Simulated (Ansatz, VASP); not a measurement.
**Al2Si: VASP beside Ansatz**

```
CELL_PARAMETERS angstrom
2.86433 0.00000 0.00000
0.00000 2.86433 0.00000
0.00000 0.00000 11.46815
ATOMIC_POSITIONS crystal
Al 0.00000 0.00000 0.82645
Al 0.00000 0.00000 0.17355
Al 0.00000 0.00000 0.50000
Al 0.50000 0.50000 0.00000
Si 0.50000 0.50000 0.33604
Si 0.50000 0.50000 0.66396
```

Change from the starting cell: the structure that the rattled cell fell into.

Alike in both runs: functional PBE; k mesh 6 × 6 × 2; occupations gaussian, width 0.1 eV; no spin polarisation.

Ansatz relaxed the structure, and its values are those at the end. VASP's run is a single point on that final structure, the one shown.

```csv
,VASP,Ansatz
version,VASP 6.6.1,Ansatz 0.2.0
potentials or method,"VASP PAW PBE potentials, release 64 (Al, Si)","scalar-relativistic, plane waves, PAW"
plane-wave cutoff (eV),520,420
valence electrons in the cell,20,20
```

```csv
,VASP,Ansatz,Ansatz less VASP
gap on the k mesh at the Fermi level (eV),none,none,-
pressure (GPa),-0.1,-0.1,+0.04
rms of the force components (eV/Å),0.012,0.012,-0.0004
```

A gap of «none» marks a metal or a gap that the smearing closes.

Caveats: the k mesh is coarse (spacing up to 0.37 Å⁻¹), so the values aren't converged.
